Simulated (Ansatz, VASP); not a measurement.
# Cross-check of Al2O3 (Corundum) between VASP and Ansatz, part 2 of 3

One calculation is typed for both programs; each brings its own data sets. How far apart do they land? The cell is taken from a series of runs on this material, whose earlier steps may have relaxed, scaled, displaced or heated it; both programs get it as it stands.

VASP 6.6.1 and Ansatz 0.2.0.

So far: Starting point; VASP: zone-centre phonons, LDA.

### Step 2. VASP: zone-centre phonons, LDA (continued)

Level of this step: LDA; plane waves and PAW (Al, O) (VASP).

Parts of OUTCAR (step 2):

```text
ion  position               nearest neighbor table
   1  0.351  0.351  0.351-   8 1.84  10 1.84   9 1.84   6 1.95   5 1.95   7 1.95   2 2.61   3 2.77
                             3 2.77   3 2.77   2 3.21   2 3.21   2 3.21
   2  0.149  0.149  0.149-   8 1.84   9 1.84  10 1.84   7 1.95   5 1.95   6 1.95   1 2.61   4 2.77
                             4 2.77   4 2.77   1 3.21   1 3.21   1 3.21
   3  0.649  0.649  0.649-   5 1.84   7 1.84   6 1.84   9 1.95   8 1.95  10 1.95   4 2.61   1 2.77
                             1 2.77   1 2.77   4 3.21   4 3.21   4 3.21
   4  0.851  0.851  0.851-   5 1.84   6 1.84   7 1.84  10 1.95   8 1.95   9 1.95   3 2.61   2 2.77
                             2 2.77   2 2.77   3 3.21   3 3.21   3 3.21
   5  0.557  0.943  0.250-   3 1.84   4 1.84   1 1.95   2 1.95
   6  0.250  0.557  0.943-   4 1.84   3 1.84   1 1.95   2 1.95
   7  0.943  0.250  0.557-   3 1.84   4 1.84   2 1.95   1 1.95
   8  0.443  0.057  0.750-   1 1.84   2 1.84   3 1.95   4 1.95
   9  0.750  0.443  0.057-   2 1.84   1 1.84   3 1.95   4 1.95
  10  0.057  0.750  0.443-   1 1.84   2 1.84   4 1.95   3 1.95

  LATTYP: Found a trigonal (rhomboedric) cell.
 ALAT       =     5.0829569486
 COS(alpha) =     0.5677528893

 Subroutine GETGRP returns: Found 12 space group operations
 (whereof  6 operations were pure point group operations)

The static configuration has the point symmetry S_6 .
 The point group associated with its full space group is D_3d.

 Found     13 irreducible k-points:

   k-points           NKPTS =     13   k-points in BZ     NKDIM =     13   number of bands    NBANDS=     34

   dimension x,y,z NGX =    42 NGY =   42 NGZ =   42
   dimension x,y,z NGXF=    84 NGYF=   84 NGZF=   84

   ENCUT  =  600.0 eV  44.10 Ry    6.64 a.u.  10.15 10.15 10.15*2*pi/ulx,y,z

   NELECT =      48.0000    total number of electrons

 k-points in reciprocal lattice and weights: Automatic mesh
   0.00000000  0.00000000  0.00000000       0.016
   0.25000000 -0.00000000  0.00000000       0.094
   0.50000000 -0.00000000  0.00000000       0.047
   0.25000000  0.25000000 -0.00000000       0.094
   0.50000000  0.25000000 -0.00000000       0.188
  -0.25000000  0.25000000  0.00000000       0.094
   0.50000000  0.50000000 -0.00000000       0.047
   0.25000000  0.25000000  0.25000000       0.031
   0.50000000  0.25000000  0.25000000       0.094
  -0.25000000  0.25000000  0.25000000       0.094
   0.50000000  0.50000000  0.25000000       0.094
  -0.25000000  0.50000000  0.25000000       0.094
   0.50000000  0.50000000  0.50000000       0.016

 average (electrostatic) potential at core
       1 -69.3420       2 -69.3420       3 -69.3420       4 -69.3420       5 -67.9709
       6 -67.9709       7 -67.9709       8 -67.9709       9 -67.9709      10 -67.9709

  Total        0.4216736      0.4216736      1.0930068      0.0000000      0.0000000      0.0000000
  in kB        8.1443271      8.1443271     21.1106527      0.0000000      0.0000000      0.0000000
  external PRESSURE =      12.4664356 kB  Pullay stress =       0.0000000 kB

  energy-cutoff  :      600.00
  volume of cell :       82.95
      direct lattice vectors                 reciprocal lattice vectors
     2.363020466  1.364290502  4.288507555     0.211593597  0.122163620  0.077727118
    -2.363020466  1.364290502  4.288507555    -0.211593597  0.122163620  0.077727118
[...]
-----------------------------------------------------------------------------------
    total drift:                                0.000000     -0.000000      0.000000

 Eigenvectors and eigenvalues of the dynamical matrix
 ----------------------------------------------------

   1 f  =   22.809472 THz   143.316137 2PiTHz  760.842076 cm-1    94.332352 meV
             X         Y         Z           dx          dy          dz
      0.000000 -0.000000  4.519824     0.083103    0.095813    0.000000
      0.000000 -0.000000  1.912937     0.083104   -0.095811   -0.000000
      0.000000 -0.000000  8.345699    -0.083103   -0.095813   -0.000000
      0.000000 -0.000000 10.952585    -0.083104    0.095811    0.000000
     -0.912401  1.364291  7.504888    -0.179808    0.000003   -0.000003
     -0.725310 -1.472308  7.504888     0.258825    0.253243    0.294326
      1.637711  0.108018  7.504888     0.258821   -0.253244   -0.294323
      0.912401 -1.364291  5.360634     0.179808   -0.000003    0.000003
      0.725310  1.472308  5.360634    -0.258825   -0.253243   -0.294326
     -1.637711 -0.108018  5.360634    -0.258821    0.253244    0.294323

   2 f  =   22.809472 THz   143.316137 2PiTHz  760.842076 cm-1    94.332352 meV
             X         Y         Z           dx          dy          dz
      0.000000 -0.000000  4.519824     0.095813   -0.083103   -0.000000
      0.000000 -0.000000  1.912937    -0.095811   -0.083104   -0.000000
      0.000000 -0.000000  8.345699    -0.095813    0.083103    0.000000
      0.000000 -0.000000 10.952585     0.095811    0.083104    0.000000
     -0.912401  1.364291  7.504888    -0.000001   -0.405033    0.339856
     -0.725310 -1.472308  7.504888    -0.253242    0.033600   -0.169926
      1.637711  0.108018  7.504888     0.253246    0.033596   -0.169931
      0.912401 -1.364291  5.360634     0.000001    0.405033   -0.339856
      0.725310  1.472308  5.360634     0.253242   -0.033600    0.169926
     -1.637711 -0.108018  5.360634    -0.253246   -0.033596    0.169931

   3 f  =   22.732493 THz   142.832465 2PiTHz  758.274340 cm-1    94.013994 meV
             X         Y         Z           dx          dy          dz
      0.000000 -0.000000  4.519824     0.000000   -0.000000    0.062347
      0.000000 -0.000000  1.912937    -0.000000   -0.000000    0.062347
      0.000000 -0.000000  8.345699    -0.000000    0.000000   -0.062347
      0.000000 -0.000000 10.952585     0.000000    0.000000   -0.062347
     -0.912401  1.364291  7.504888    -0.000000   -0.232962    0.331367
     -0.725310 -1.472308  7.504888     0.201751    0.116481    0.331367
      1.637711  0.108018  7.504888    -0.201751    0.116481    0.331367
      0.912401 -1.364291  5.360634     0.000000    0.232962   -0.331367
      0.725310  1.472308  5.360634    -0.201751   -0.116481   -0.331367
     -1.637711 -0.108018  5.360634     0.201751   -0.116481   -0.331367

   4 f  =   20.819985 THz   130.815827 2PiTHz  694.479961 cm-1    86.104502 meV
             X         Y         Z           dx          dy          dz
      0.000000 -0.000000  4.519824    -0.000000   -0.000000   -0.192214
      0.000000 -0.000000  1.912937    -0.000000    0.000000    0.192214
      0.000000 -0.000000  8.345699    -0.000000   -0.000000   -0.192214
      0.000000 -0.000000 10.952585    -0.000000    0.000000    0.192214
     -0.912401  1.364291  7.504888     0.376876   -0.000000    0.000000
     -0.725310 -1.472308  7.504888    -0.188438    0.326385    0.000000
      1.637711  0.108018  7.504888    -0.188438   -0.326385   -0.000000
      0.912401 -1.364291  5.360634     0.376876   -0.000000    0.000000
      0.725310  1.472308  5.360634    -0.188438    0.326385    0.000000
     -1.637711 -0.108018  5.360634    -0.188438   -0.326385   -0.000000

   5 f  =   19.466205 THz   122.309776 2PiTHz  649.322721 cm-1    80.505721 meV
             X         Y         Z           dx          dy          dz
      0.000000 -0.000000  4.519824     0.000000    0.000000   -0.113261
      0.000000 -0.000000  1.912937     0.000000   -0.000000    0.113261
      0.000000 -0.000000  8.345699    -0.000000   -0.000000    0.113261
      0.000000 -0.000000 10.952585    -0.000000    0.000000   -0.113261
     -0.912401  1.364291  7.504888    -0.397636   -0.000000    0.000000
     -0.725310 -1.472308  7.504888     0.198818   -0.344363   -0.000000
      1.637711  0.108018  7.504888     0.198818    0.344363    0.000000
      0.912401 -1.364291  5.360634     0.397636   -0.000000   -0.000000
      0.725310  1.472308  5.360634    -0.198818    0.344363    0.000000
     -1.637711 -0.108018  5.360634    -0.198818   -0.344363   -0.000000

   6 f  =   19.141276 THz   120.268185 2PiTHz  638.484248 cm-1    79.161922 meV
             X         Y         Z           dx          dy          dz
      0.000000 -0.000000  4.519824    -0.107413   -0.114337   -0.000000
      0.000000 -0.000000  1.912937    -0.107435    0.114317    0.000000
      0.000000 -0.000000  8.345699    -0.107413   -0.114337   -0.000000
      0.000000 -0.000000 10.952585    -0.107435    0.114317    0.000000
     -0.912401  1.364291  7.504888    -0.279973    0.000043   -0.000007
     -0.725310 -1.472308  7.504888     0.279464    0.322965    0.061663
      1.637711  0.108018  7.504888     0.279404   -0.322982   -0.061656
      0.912401 -1.364291  5.360634    -0.279973    0.000043   -0.000007
      0.725310  1.472308  5.360634     0.279464    0.322965    0.061663
     -1.637711 -0.108018  5.360634     0.279404   -0.322982   -0.061656

   7 f  =   19.141276 THz   120.268185 2PiTHz  638.484248 cm-1    79.161922 meV
             X         Y         Z           dx          dy          dz
      0.000000 -0.000000  4.519824     0.114337   -0.107413   -0.000000
      0.000000 -0.000000  1.912937    -0.114317   -0.107435   -0.000000
      0.000000 -0.000000  8.345699     0.114337   -0.107413   -0.000000
      0.000000 -0.000000 10.952585    -0.114317   -0.107435   -0.000000
     -0.912401  1.364291  7.504888     0.000026    0.465903   -0.071199
     -0.725310 -1.472308  7.504888     0.322948   -0.093534    0.035594
      1.637711  0.108018  7.504888    -0.322999   -0.093474    0.035605
      0.912401 -1.364291  5.360634     0.000026    0.465903   -0.071199
      0.725310  1.472308  5.360634     0.322948   -0.093534    0.035594
     -1.637711 -0.108018  5.360634    -0.322999   -0.093474    0.035605

   8 f  =   18.342685 THz   115.250489 2PiTHz  611.846113 cm-1    75.859216 meV
             X         Y         Z           dx          dy          dz
      0.000000 -0.000000  4.519824    -0.000000   -0.000000    0.461577
      0.000000 -0.000000  1.912937    -0.000000    0.000000   -0.461577
      0.000000 -0.000000  8.345699    -0.000000   -0.000000    0.461577
      0.000000 -0.000000 10.952585    -0.000000    0.000000   -0.461577
     -0.912401  1.364291  7.504888     0.156942   -0.000000    0.000000
     -0.725310 -1.472308  7.504888    -0.078471    0.135916    0.000000
      1.637711  0.108018  7.504888    -0.078471   -0.135916   -0.000000
      0.912401 -1.364291  5.360634     0.156942   -0.000000    0.000000
      0.725310  1.472308  5.360634    -0.078471    0.135916    0.000000
     -1.637711 -0.108018  5.360634    -0.078471   -0.135916   -0.000000

   9 f  =   17.967524 THz   112.893280 2PiTHz  599.332075 cm-1    74.307673 meV
             X         Y         Z           dx          dy          dz
      0.000000 -0.000000  4.519824     0.000000   -0.000000   -0.192242
      0.000000 -0.000000  1.912937    -0.000000   -0.000000   -0.192242
      0.000000 -0.000000  8.345699     0.000000   -0.000000   -0.192242
      0.000000 -0.000000 10.952585    -0.000000   -0.000000   -0.192242
     -0.912401  1.364291  7.504888    -0.000000   -0.338128    0.166429
     -0.725310 -1.472308  7.504888     0.292827    0.169064    0.166429
      1.637711  0.108018  7.504888    -0.292827    0.169064    0.166429
      0.912401 -1.364291  5.360634    -0.000000   -0.338128    0.166429
      0.725310  1.472308  5.360634     0.292827    0.169064    0.166429
     -1.637711 -0.108018  5.360634    -0.292827    0.169064    0.166429
    [... 271 further lines ...]
      0.725310  1.472308  5.360634     0.113390    0.256165   -0.000008
     -1.637711 -0.108018  5.360634     0.113368    0.256155   -0.000001

 ELASTIC MODULI CONTR FROM IONIC RELAXATION (kBar)
 Direction    XX          YY          ZZ          XY          YZ          ZX
 --------------------------------------------------------------------------------
 XX        -418.9210    181.5829    162.7834     -0.0000    113.1647      0.0000
 YY         181.5829   -418.9210    162.7834      0.0000   -113.1647     -0.0000
 ZZ         162.7834    162.7834   -261.8252      0.0000     -0.0000     -0.0000
 XY          -0.0000      0.0000      0.0000   -300.2649      0.0000    111.7983
 YZ         113.1647   -113.1647     -0.0000      0.0000   -158.1607     -0.0000
 ZX           0.0000     -0.0000     -0.0000    111.7983     -0.0000   -156.7298
 --------------------------------------------------------------------------------
```

(Continued in part 3 of 3.)

[Lines on the potential files, build, host, timing and source positions are cut from VASP's logs without a mark.]

[Logs are printed without paths, hosts, clocks, repeated set-up lines and the standing remarks that a program may print on its own settings, such as how far it seeks lower states.]

[Hosts, paths, dates, database ids (printed as entryN), source tags and the programs' standing remarks are cut or masked in the printed files.]
